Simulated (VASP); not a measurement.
Computed with PBEsol GGA, VASP's PBE PAW potentials (set 64) (plane waves; VASP).

VASP ran on this input.

**POSCAR**
```
TaN
1
    5.1706860000     0.0000000000     0.0000000000
   -2.5853430000     4.4779450000     0.0000000000
    0.0000000000     0.0000000000     2.8935890000
Ta N
3 3
Direct
  0.0000000000   0.0000000000   0.0000000000
  0.3333330000   0.6666670000   0.5000000000
  0.6666670000   0.3333330000   0.5000000000
  0.3923900000   0.0000000000   0.0000000000
  0.6076100000   0.6076100000   0.0000000000
  0.0000000000   0.3923900000   0.0000000000
```

KPOINTS:
```
Automatic mesh
0
Gamma
7 7 11
0 0 0
```

**INCAR**
```
SYSTEM = TaN
PREC = Accurate; ENCUT = 400; LREAL = .FALSE.
LASPH = .TRUE.
EDIFF = 1E-6; NELM = 100; ALGO = Normal
LMAXMIX = 6
ISMEAR = -1; SIGMA = 0.136
GGA = PS
ISIF = 2
LWAVE = .FALSE.; LCHARG = .FALSE.
```

POTCAR, in this order: Ta_pv N (PBE.64 set). Program: vasp_std.

Output of the run:

### OSZICAR
```
       N       E                     dE             d eps       ncg     rms          rms(c)
DAV:   1     0.397211982216E+03    0.39721E+03   -0.23219E+04  2736   0.148E+03
DAV:   2    -0.564408261702E+02   -0.45365E+03   -0.44139E+03  3208   0.448E+02
DAV:   3    -0.800953378480E+02   -0.23655E+02   -0.23370E+02  3316   0.980E+01
DAV:   4    -0.805338895921E+02   -0.43855E+00   -0.43582E+00  3252   0.127E+01
DAV:   5    -0.805440849225E+02   -0.10195E-01   -0.10177E-01  3288   0.154E+00    0.458E+01
DAV:   6    -0.717702104542E+02    0.87739E+01   -0.56383E+01  3268   0.412E+01    0.203E+01
DAV:   7    -0.715454685290E+02    0.22474E+00   -0.25065E+00  3128   0.922E+00    0.107E+01
DAV:   8    -0.714783784856E+02    0.67090E-01   -0.28889E-01  3140   0.367E+00    0.912E-01
DAV:   9    -0.714689881185E+02    0.93904E-02   -0.38765E-02  3408   0.140E+00    0.369E-01
DAV:  10    -0.714686174974E+02    0.37062E-03   -0.11109E-02  3268   0.541E-01    0.140E-01
DAV:  11    -0.714683267771E+02    0.29072E-03   -0.31140E-03  3264   0.321E-01    0.409E-02
DAV:  12    -0.714683118040E+02    0.14973E-04   -0.17054E-04  3216   0.836E-02    0.135E-02
DAV:  13    -0.714683114860E+02    0.31805E-06   -0.91126E-06  2956   0.193E-02
   1 F= -.71468311E+02 E0= -.71447815E+02  d E =-.409933E-01
```

OUTCAR:
```
------------------------ aborting loop because EDIFF is reached ----------------------------------------
  FORCE on cell =-STRESS in cart. coord.  units (eV):
  Direction    XX          YY          ZZ          XY          YZ          ZX
  --------------------------------------------------------------------------------------
  Total       -0.1650952     -0.1650952     -0.6379423      0.0000000      0.0000000      0.0000000
  in kB       -3.9480375     -3.9480368    -15.2555620      0.0000000      0.0000000      0.0000000
  external PRESSURE =      -7.7172121 kB  Pullay stress =       0.0000000 kB
  volume of cell :       67.00
      direct lattice vectors                 reciprocal lattice vectors
     5.170686000  0.000000000  0.000000000     0.193397936  0.111658361  0.000000000
    -2.585343000  4.477945000  0.000000000     0.000000000  0.223316722  0.000000000
     0.000000000  0.000000000  2.893589000     0.000000000  0.000000000  0.345591582
 POSITION                                       TOTAL-FORCE (eV/Angst)
 -----------------------------------------------------------------------------------
      0.00000      0.00000      0.00000         0.000000      0.000000      0.000000
     -0.00000      2.98530      1.44679         0.000000      0.000000      0.000000
      2.58535      1.49265      1.44679         0.000000      0.000000      0.000000
      2.02893      0.00000      0.00000         0.129098      0.000000      0.000000
      1.57088      2.72084      0.00000        -0.064549     -0.111802     -0.000000
     -1.01446      1.75710      0.00000        -0.064549      0.111802      0.000000
 -----------------------------------------------------------------------------------
    total drift:                               -0.000015     -0.000001     -0.000000
  FREE ENERGIE OF THE ION-ELECTRON SYSTEM (eV)
  ---------------------------------------------------
  free  energy   TOTEN  =       -71.4683114860 eV

  energy  without entropy=      -71.4273182060  energy(sigma->0) =      -71.44781485
```
(Selected blocks of OUTCAR.)

At this cut-off the stress carries a Pulay error, which pulls relaxed volumes low.

The structure comes from a computed database's TaN entry; how it stands against other phases isn't given here. The cell was not relaxed at this level, and its volume differs by -5.9 % from the start's.
